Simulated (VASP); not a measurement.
# Pd12S in VASP: a series of runs, part 2 of 2

VASP 6.6.1. Earlier steps stand in the parts before.

## Step 3: Single point, PBE (S over (4/6, 2/6) of the surface cell, its height relaxed)

File INCAR:

```
ALGO = Fast
DIPOL = 0.5 0.5 0.328
EDIFF = 1E-6
ENCUT = 520
GGA = PE
IDIPOL = 3
ISIF = 2
ISMEAR = 0
LASPH = T
LCHARG = T
LDIPOL = T
LELF = T
LREAL = F
LVACPOTAV = T
LVHAR = T
LWAVE = F
NBANDS = 75
NELM = 100
PREC = Accurate
SIGMA = 0.1
```

File KPOINTS:

```
k-points
0
Gamma
  6 6 1
```

File POSCAR:

```
Pd12S
1.0
    5.5751887913      0.0000000000      0.0000000000
   -2.7875943957      4.8282551242      0.0000000000
    0.0000000000      0.0000000000     20.0521225866
Pd S
12 1
Direct
    0.3333333333      0.1666666667      0.1994801290
    0.3333333333      0.6666666667      0.1994801290
    0.8333333333      0.1666666667      0.1994801290
    0.8333333333      0.6666666667      0.1994801290
    0.1666666667      0.3333333333      0.3129873791
    0.1666666667      0.8333333333      0.3129873791
    0.6666666667      0.3333333333      0.3129873791
    0.6666666667      0.8333333333      0.3129873791
    0.0000000000      0.0000000000      0.4264946292
    0.0000000000      0.5000000000      0.4264946292
    0.5000000000      0.0000000000      0.4264946292
    0.5000000000      0.5000000000      0.4264946292
    0.3333333333      0.1666666667      0.5047899459
```

Potentials or basis: VASP PAW PBE potentials, release 64 (Pd, S).

Command:

```bash
$ cat potpaw_PBE.64/Pd/POTCAR potpaw_PBE.64/S/POTCAR > POTCAR
$ mpirun -np 1 vasp_std > vasp.out
```

OUTCAR:

```text
EDIFF = 1E-6
   ENCUT = 520
   GGA = PE
   ISIF = 2
   ISMEAR = 0
   LASPH = T
   LREAL = F
   NELM = 100
   PREC = Accurate

 ion  position               nearest neighbor table
   1  0.333  0.167  0.199-   5 2.79   3 2.79   3 2.79   4 2.79   4 2.79   2 2.79   2 2.79   7 2.79
                             6 2.79
   2  0.333  0.667  0.199-   6 2.79   4 2.79   4 2.79   3 2.79   3 2.79   1 2.79   1 2.79   8 2.79
                             5 2.79
   3  0.833  0.167  0.199-   7 2.79   1 2.79   1 2.79   2 2.79   2 2.79   4 2.79   4 2.79   5 2.79
                             8 2.79
   4  0.833  0.667  0.199-   8 2.79   2 2.79   2 2.79   1 2.79   1 2.79   3 2.79   3 2.79   6 2.79
                             7 2.79
   5  0.167  0.333  0.313-   1 2.79   7 2.79   7 2.79   8 2.79   8 2.79   6 2.79   6 2.79  12 2.79
                             9 2.79   3 2.79  10 2.79   2 2.79
   6  0.167  0.833  0.313-   2 2.79   8 2.79   8 2.79   7 2.79   7 2.79   5 2.79   5 2.79  11 2.79
                            10 2.79   4 2.79   9 2.79   1 2.79
   7  0.667  0.333  0.313-   3 2.79   5 2.79   5 2.79   6 2.79   6 2.79   8 2.79   8 2.79  10 2.79
                            11 2.79   1 2.79  12 2.79   4 2.79
   8  0.667  0.833  0.313-   4 2.79   6 2.79   6 2.79   5 2.79   5 2.79   7 2.79   7 2.79   9 2.79
                            12 2.79   2 2.79  11 2.79   3 2.79
   9  0.000  0.000  0.426-  13 2.25  11 2.79  11 2.79  12 2.79  12 2.79  10 2.79  10 2.79   8 2.79
                             5 2.79   6 2.79
  10  0.000  0.500  0.426-  12 2.79  12 2.79  11 2.79  11 2.79   9 2.79   9 2.79   7 2.79   6 2.79
                             5 2.79
  11  0.500  0.000  0.426-  13 2.25   9 2.79   9 2.79  10 2.79  10 2.79  12 2.79  12 2.79   6 2.79
                             7 2.79   8 2.79
  12  0.500  0.500  0.426-  13 2.25  10 2.79  10 2.79   9 2.79   9 2.79  11 2.79  11 2.79   5 2.79
                             8 2.79   7 2.79
  13  0.333  0.167  0.505-   9 2.25  12 2.25  11 2.25

  LATTYP: Found a hexagonal cell.
 ALAT       =     5.5751887913
 C/A-ratio  =     3.5966714917

  Lattice vectors:

 A1 = (   5.5751887913,   0.0000000000,   0.0000000000)
 A2 = (  -2.7875943957,   4.8282551242,   0.0000000000)
[... 181 lines left out ...]
  ---------------------------------------------------
  ext. energy  EPLUGINS =         0.00000000
  ---------------------------------------------------
  free energy    TOTEN  =       -64.04253672 eV

  energy without entropy =      -63.91250445  energy(sigma->0) =      -63.97752058

 E-fermi :   0.0375     XC(G=0):  -5.5498

 val. band max:        0.0293906485   @ k =   0.3333   0.1667   0.0000
 cond. band min:       0.0919409785   @ k =   0.5000  -0.0000   0.0000
 fundamental gap:      0.0625503300
 Fermi energy:         0.0374729331

 k-point     1 :       0.0000    0.0000    0.0000
  band No.  band energies     occupation
      1     -13.4597      2.00000
      2      -6.1250      2.00000
      3      -5.6404      2.00000
      4      -5.3136      2.00000
      5      -5.3136      2.00000
      6      -4.8540      2.00000
[... 535 lines left out ...]
     74       5.4949      0.00000
     75       5.6486      0.00000

------------------------ aborting loop because EDIFF is reached ----------------------------------------

  FORCE on cell =-STRESS in cart. coord.  units (eV):
  Direction    XX          YY          ZZ          XY          YZ          ZX
  --------------------------------------------------------------------------------------
  -------------------------------------------------------------------------------------
  Total       -4.7316718     -4.7316718      0.9842097      0.0000000      0.0000000     -0.0000000
  in kB      -14.0447839    -14.0447839      2.9213801      0.0000000      0.0000000     -0.0000000
  external PRESSURE =      -8.3893959 kB  Pullay stress =       0.0000000 kB

 VOLUME and BASIS-vectors are now :
 -----------------------------------------------------------------------------
  energy-cutoff  :      520.00
  volume of cell :      539.77
      direct lattice vectors                 reciprocal lattice vectors
     5.575188791  0.000000000  0.000000000     0.179366123  0.103557080  0.000000000
    -2.787594396  4.828255124  0.000000000     0.000000000  0.207114159  0.000000000
     0.000000000  0.000000000 20.052122587     0.000000000  0.000000000  0.049870032

 POSITION                                       TOTAL-FORCE (eV/Angst)
 -----------------------------------------------------------------------------------
      1.39380      0.80471      4.00000         0.000000     -0.000000      0.010985
     -0.00000      3.21884      4.00000        -0.064148     -0.037036     -0.101060
      4.18139      0.80471      4.00000        -0.000000      0.074072     -0.101060
      2.78759      3.21884      4.00000         0.064148     -0.037036     -0.101060
      0.00000      1.60942      6.27606        -0.076115      0.043945     -0.137036
     -1.39380      4.02355      6.27606         0.000000     -0.087890     -0.137036
      2.78759      1.60942      6.27606         0.076115      0.043945     -0.137036
      1.39380      4.02355      6.27606         0.000000     -0.000000      0.520995
      0.00000      0.00000      8.55212        -0.562499     -0.324759      0.051515
     -1.39380      2.41413      8.55212         0.000000      0.000000      0.018150
      2.78759      0.00000      8.55212         0.562499     -0.324759      0.051515
      1.39380      2.41413      8.55212        -0.000000      0.649518      0.051515
      1.39380      0.80471     10.12211         0.000000      0.000000      0.009613
 -----------------------------------------------------------------------------------
    total drift:                               -0.000001     -0.000001     -0.003918

  FREE ENERGIE OF THE ION-ELECTRON SYSTEM (eV)
  ---------------------------------------------------
  free  energy   TOTEN  =       -64.0425367181 eV

  energy  without entropy=      -63.9125044471  energy(sigma->0) =      -63.97752058

 vacuum level on the upper side and lower side of the slab         5.284         5.305
```

OSZICAR:

```text
N       E                     dE             d eps       ncg     rms          rms(c)
DAV:   1     0.835330348445E+03    0.83533E+03   -0.56506E+04  1050   0.144E+03
DAV:   2    -0.143883474996E+02   -0.84972E+03   -0.80211E+03  1201   0.304E+02
DAV:   3    -0.655440415197E+02   -0.51156E+02   -0.46636E+02  1276   0.677E+01
[... 23 lines left out ...]
RMM:  27    -0.640425008381E+02   -0.45541E-04   -0.18691E-06   741   0.285E-03    0.177E-03
RMM:  28    -0.640425257740E+02   -0.24936E-04   -0.18416E-06   703   0.226E-03    0.102E-03
RMM:  29    -0.640425336805E+02   -0.79065E-05   -0.84795E-07   498   0.153E-03    0.894E-04
RMM:  30    -0.640425359026E+02   -0.22220E-05   -0.33208E-07   367   0.112E-03    0.531E-04
RMM:  31    -0.640425367181E+02   -0.81552E-06   -0.16855E-07   281   0.961E-04
   1 F= -.64042537E+02 E0= -.63977521E+02  d E =-.130032E+00
```

Wall time 8.1 min (1 thread of AMD EPYC 9R14 (Zen 4), shared host); peak memory 0.66 GiB.

Results:

* Free energy: -64.0425 eV
* Largest force: 0.652 eV/Å
* Band gap on the k mesh: none (metal or under the smearing width)
* Work function of the upper face: 5.25 eV
* Work function of the lower face: 5.27 eV

Forces on the atoms (eV/Å):
```
Pd   0.000  0.000  0.011
Pd  -0.064 -0.037 -0.101
Pd   0.000  0.074 -0.101
Pd   0.064 -0.037 -0.101
Pd  -0.076  0.044 -0.137
Pd   0.000 -0.088 -0.137
Pd   0.076  0.044 -0.137
Pd   0.000  0.000  0.521
Pd  -0.562 -0.325  0.052
Pd   0.000  0.000  0.018
Pd   0.562 -0.325  0.052
Pd   0.000  0.650  0.052
S    0.000  0.000  0.010
```
